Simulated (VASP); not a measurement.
**MnSb4 under changes of volume**

One of the cells (29.027 Å³/atom); the others are scaled copies at fixed shape and fractional positions:

```
Sb Mn
1.0
     3.10090    0.00000    0.00000
     0.00000    3.10090    0.00000
     0.00000    0.00000   15.09351
Sb Mn
4 1
Direct
  0.00000 0.00000 0.81968
  0.00000 0.00000 0.60055
  0.00000 0.00000 0.39945
  0.00000 0.00000 0.18032
  0.00000 0.00000 0.00000
```

The cell comes from a database or a generator and needn't be the stable form of this composition.

- Program: VASP 6.6.1
- Functional: PBE
- Potentials or basis: VASP PAW PBE potentials, release 64 (Sb, Mn_pv)
- Cutoff: 520 eV
- k mesh: 9 × 9 × 2
- Occupations: fermi-dirac, width 0.05 eV
- Spin: collinear spin, ferromagnetic start
- Starting moments: [0.0, 0.0, 0.0, 0.0, 4.0] μB

```csv
volume (Å³/atom),energy over the lowest point (meV/atom),pressure (GPa),moment (μB per cell),largest force (eV/Å)
26.750,12.16,3.0,3.80,0.152
27.319,3.98,1.7,3.85,0.112
27.888,0.00,0.6,3.91,0.073
29.027,?,?,?,?
29.596,9.03,-2.1,4.08,0.101
30.165,17.87,-2.8,4.11,0.133
```

Question: What does the run at 29.027 Å³/atom give?

Answer: Energy over the lowest point 2.92 meV/atom; pressure -1.3 GPa; moment 4.03 μB per cell; largest force 0.067 eV/Å.

Worked out: A Birch-Murnaghan fit of order 3 (a polynomial in V^(-2/3)) to the other rows has its minimum at 28.21 Å³/atom with B0 = V·E''(V) = 49 GPa and B' = 4.4 at fixed shape and positions, which overstates the stiffness. It gives 2.89 meV/atom at 29.027 Å³/atom, against the run's 2.92, and -dE/dV = -1.3 GPa, against -1.3. A parabola through the other rows of the moment, of slope 0.0894 μB per Å³/atom there, gives 4.02 μB, against the run's 4.03.

Energies are extrapolated to zero smearing.

Caveats: a cell with one magnetic atom can't hold antiferromagnetic order, which such compounds often take.
